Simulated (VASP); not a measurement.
Runs of VASP 6.6.1 on MgS. The structure is cubic, space group Fm-3m (No. 225). The conventional cell has a = 5.178 Å, b = 5.178 Å, c = 5.178 Å, α = 90.00°, β = 90.00°, γ = 90.00°. Mg (site symmetry m-3m) has 6 S at 2.59 Å as nearest neighbours. S (site symmetry m-3m) has 6 Mg at 2.59 Å as nearest neighbours. The cell is a database's computed one.

```csv
level,potentials or basis,k mesh,cutoff (eV),smearing,gap on the mesh (eV),pressure (GPa)
PBEsol,"VASP PAW PBE potentials, release 64 (Mg, S_h)",8 × 8 × 8,900,gaussian 0.02 eV,2.73,0.0
PBEsol,"VASP PAW PBE potentials, release 64 (Mg, S)",8 × 8 × 8,700,gaussian 0.02 eV,2.73,0.0
PBEsol,"VASP PAW PBE potentials, release 64 (Mg, S)",8 × 8 × 8,520,gaussian 0.5 eV,2.73,0.0
r2SCAN,"VASP PAW PBE potentials, release 64 (Mg, S)",8 × 8 × 8,520,gaussian 0.02 eV,(a),0.7
PBEsol,"VASP PAW PBE potentials, release 64 (Mg, S)",12 × 12 × 12,520,gaussian 0.02 eV,2.73,0.0
```

Alike in all rows: task single point; no spin polarisation; cell as given.

Question: Fill in the values left out.

Answer: (a) 3.47.

Caveats: the PAW data sets were made with another functional, which shifts forces and pressure a little.

A k mesh can miss the band edges.

Not every run made on this cell is shown here.
